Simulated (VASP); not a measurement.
Output of a VASP run:

File OSZICAR:
```
...
DAV:  40    -0.133074016421E+02   -0.13066E-04   -0.51270E-05  1920   0.649E-02    0.192E-02
DAV:  41    -0.133074285453E+02   -0.26903E-04   -0.81080E-05  1944   0.792E-02    0.192E-02
DAV:  42    -0.133074279454E+02    0.59987E-06   -0.59918E-06  3077   0.196E-02    0.165E-02
DAV:  43    -0.133074291447E+02   -0.11993E-05   -0.33380E-06  1997   0.171E-02    0.169E-02
DAV:  44    -0.133074317965E+02   -0.26517E-05   -0.52879E-07  1569   0.777E-03    0.148E-02
DAV:  45    -0.133074289298E+02    0.28667E-05   -0.29322E-07  1576   0.593E-03    0.104E-02
DAV:  46    -0.133074302383E+02   -0.13085E-05   -0.39633E-07  1492   0.625E-03    0.778E-03
DAV:  47    -0.133074303065E+02   -0.68221E-07   -0.43698E-08  1072   0.277E-03
   1 F= -.13307430E+02 E0= -.13306987E+02  d E =-.133074E+02
       N       E                     dE             d eps       ncg     rms          rms(c)
DAV:   1    -0.133089446479E+02   -0.15144E-02   -0.83719E-02  1920   0.234E+00    0.238E-01
DAV:   2    -0.133079957960E+02    0.94885E-03   -0.33254E-03  2186   0.437E-01    0.113E-01
DAV:   3    -0.133078895565E+02    0.10624E-03   -0.14477E-03  1948   0.421E-01    0.676E-02
DAV:   4    -0.133079391194E+02   -0.49563E-04   -0.90924E-04  1948   0.331E-01    0.440E-02
DAV:   5    -0.133078645770E+02    0.74542E-04   -0.59991E-04  1920   0.283E-01    0.117E-02
DAV:   6    -0.133078144626E+02    0.50114E-04   -0.84806E-05  2074   0.101E-01    0.752E-03
DAV:   7    -0.133078086182E+02    0.58444E-05   -0.77756E-06  2389   0.296E-02    0.429E-03
DAV:   8    -0.133078175630E+02   -0.89448E-05   -0.40679E-06  2074   0.214E-02    0.361E-03
DAV:   9    -0.133078144907E+02    0.30722E-05   -0.79654E-07  1695   0.932E-03    0.179E-03
DAV:  10    -0.133078137642E+02    0.72647E-06   -0.21172E-07  1562   0.552E-03    0.935E-04
DAV:  11    -0.133078133228E+02    0.44140E-06   -0.64449E-08  1401   0.268E-03    0.360E-04
DAV:  12    -0.133078134231E+02   -0.10023E-06   -0.32216E-09  1002   0.617E-04    0.243E-04
DAV:  13    -0.133078127428E+02    0.68031E-06   -0.64454E-09   981   0.100E-03    0.224E-04
DAV:  14    -0.133078131859E+02   -0.44313E-06   -0.30920E-09   960   0.627E-04    0.674E-05
DAV:  15    -0.133078131711E+02    0.14742E-07   -0.42608E-10   960   0.211E-04
   2 F= -.13307813E+02 E0= -.13307427E+02  d E =-.382865E-03
       N       E                     dE             d eps       ncg     rms          rms(c)
DAV:   1    -0.133080703508E+02   -0.25716E-03   -0.15847E-02  1920   0.102E+00    0.104E-01
DAV:   2    -0.133078930573E+02    0.17729E-03   -0.62974E-04  2200   0.190E-01    0.492E-02
DAV:   3    -0.133078660265E+02    0.27031E-04   -0.27767E-04  1948   0.185E-01    0.284E-02
DAV:   4    -0.133078857819E+02   -0.19755E-04   -0.17062E-04  1962   0.144E-01    0.189E-02
DAV:   5    -0.133078588324E+02    0.26949E-04   -0.11151E-04  1920   0.122E-01    0.515E-03
DAV:   6    -0.133078569208E+02    0.19116E-05   -0.16188E-05  2067   0.440E-02    0.322E-03
DAV:   7    -0.133078534230E+02    0.34979E-05   -0.17830E-06  2312   0.143E-02    0.209E-03
DAV:   8    -0.133078578545E+02   -0.44315E-05   -0.89516E-07  1757   0.101E-02    0.156E-03
DAV:   9    -0.133078566390E+02    0.12155E-05   -0.14496E-07  1604   0.358E-03    0.890E-04
DAV:  10    -0.133078563094E+02    0.32956E-06   -0.64215E-08  1331   0.285E-03    0.507E-04
DAV:  11    -0.133078560882E+02    0.22124E-06   -0.25554E-08   967   0.165E-03    0.187E-04
DAV:  12    -0.133078561579E+02   -0.69696E-07   -0.10734E-09   960   0.297E-04
   3 F= -.13307856E+02 E0= -.13307490E+02  d E =-.425851E-03
```

**OUTCAR**
```
------------------------ aborting loop because EDIFF is reached ----------------------------------------
  FORCE on cell =-STRESS in cart. coord.  units (eV):
  Direction    XX          YY          ZZ          XY          YZ          ZX
  --------------------------------------------------------------------------------------
  Total       -0.9060314     -0.9060316     -0.9042444      0.0000000     -0.0000000      0.0000000
  in kB      -20.8046199    -20.8046233    -20.7635859      0.0000000     -0.0000000      0.0000000
  external PRESSURE =     -20.7909430 kB  Pullay stress =       0.0000000 kB
  volume of cell :       69.77
      direct lattice vectors                 reciprocal lattice vectors
     1.864859358 -3.230031423  0.000000000     0.268116734 -0.154797256  0.000000000
     1.864859358  3.230031423  0.000000000     0.268116734  0.154797256  0.000000000
     0.000000000  0.000000000  5.791769056     0.000000000  0.000000000  0.172658818
 POSITION                                       TOTAL-FORCE (eV/Angst)
 -----------------------------------------------------------------------------------
      1.86486      1.07668      1.44794         0.000000      0.000000      0.000000
      1.86486     -1.07668      4.34383        -0.000000     -0.000000      0.000000
 -----------------------------------------------------------------------------------
    total drift:                               -0.000072      0.000518     -0.000008
  FREE ENERGIE OF THE ION-ELECTRON SYSTEM (eV)
  ---------------------------------------------------
  free  energy   TOTEN  =       -13.3078561579 eV

  energy  without entropy=      -13.3067586725  energy(sigma->0) =      -13.30749033

 reached required accuracy - stopping structural energy minimisation
```
(Selected blocks of OUTCAR.)

**POSCAR**
```
Y
1
    1.8689406864    -3.2371005105     0.0000000000
    1.8689406864     3.2371005105     0.0000000000
    0.0000000000     0.0000000000     5.7665009111
Y
2
Direct
  0.3333330000   0.6666670000   0.2500000000
  0.6666670000   0.3333330000   0.7500000000
```

Problem. Reconstruct the remaining input files.

Solution. This is not unique; one that fits is the input of the run itself, MS2 meta-GGA, plane waves, VASP's PBE PAW potentials (set 64).

File KPOINTS:
```
kpoints
0
gamma
11 11 7
0 0 0
```

INCAR:
```
# general
SYSTEM =Y
PREC   =Accurate
ENCUT  =520
LREAL  =F
LASPH  =T

# electronic loop
EDIFF  =1E-7
NELM   =100
ALGO   =Normal
LMAXMIX=4
LMIXTAU=T

# smearing
ISMEAR =1
SIGMA  =0.1

# functional
METAGGA=MS2

# ions
IBRION =2
NSW    =30
ISIF   =4
EDIFFG =-0.01

# output
LWAVE  =F
LCHARG =F
```

POTCAR, in this order: Y_sv (PBE.64 set). Program: vasp_std.

The compound is Y in the hcp structure. This cell is one point of a volume scan, at 1.06 of the reference volume. Symmetry was kept, so distortions that lower it aren't found.
